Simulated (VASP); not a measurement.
VASP input:

INCAR:
```
# general
SYSTEM =NaF
PREC   =Accurate
ENCUT  =620
LREAL  =.FALSE.
LASPH  =.TRUE.

# electronic loop
EDIFF  =1E-6
NELM   =100
ALGO   =Normal

# smearing
ISMEAR =0
SIGMA  =0.05

# functional
GGA    =PE

# ions
IBRION =2
NSW    =40
ISIF   =3
EDIFFG =-0.02
PSTRESS=100

# output
LWAVE  =.FALSE.
LCHARG =.FALSE.
```

### POSCAR
```
NaF
1
    0.0000000000     2.2291117024     2.2291117024
    2.2291117024     0.0000000000     2.2291117024
    2.2291117024     2.2291117024     0.0000000000
Na F
1 1
Direct
  0.0000000000   0.0000000000   0.0000000000
  0.5000000000   0.5000000000   0.5000000000
```

### KPOINTS
```
Automatic mesh
0
Gamma
10 10 10
0 0 0
```

POTCAR, in this order: Na_pv F (PBE.64 set). Program: vasp_std.

Task: Translate this PBE calculation to Quantum ESPRESSO's pw.x.

Result: One equivalent input (not run):
```
&CONTROL
  calculation = 'vc-relax'
  pseudo_dir = './pseudo'
  outdir = './out'
  tprnfor = .true.
  tstress = .true.
  nstep = 40
  forc_conv_thr = 0.00078
/
&SYSTEM
  ibrav = 0
  nat = 2
  ntyp = 2
  ecutwfc = 88
  occupations = 'smearing'
  smearing = 'gaussian'
  degauss = 0.003675
  input_dft = 'pbe'
/
&ELECTRONS
  conv_thr = 7.3e-08
  electron_maxstep = 100
/
&IONS
/
&CELL
  press = 100
/
ATOMIC_SPECIES
  Na 22.990 Na.upf
  F 18.998 F.upf
CELL_PARAMETERS angstrom
     0.0000000    2.2291117    2.2291117
     2.2291117    0.0000000    2.2291117
     2.2291117    2.2291117    0.0000000
ATOMIC_POSITIONS crystal
  Na   0.0000000  0.0000000  0.0000000
  F    0.5000000  0.5000000  0.5000000
K_POINTS automatic
  10 10 10 0 0 0
```
What does not carry over: the potentials are each code's own (VASP's PAW set, PseudoDojo norm-conserving files in pw.x), so ENCUT and ecutwfc are chosen apart and not converted; conv_thr bounds pw.x's estimated SCF error, while EDIFF bounds the energy change between steps; forc_conv_thr acts on force components and is met together with etot_conv_thr.

The compound is NaF in the rock salt structure. It was relaxed first under an external pressure of 10 GPa.
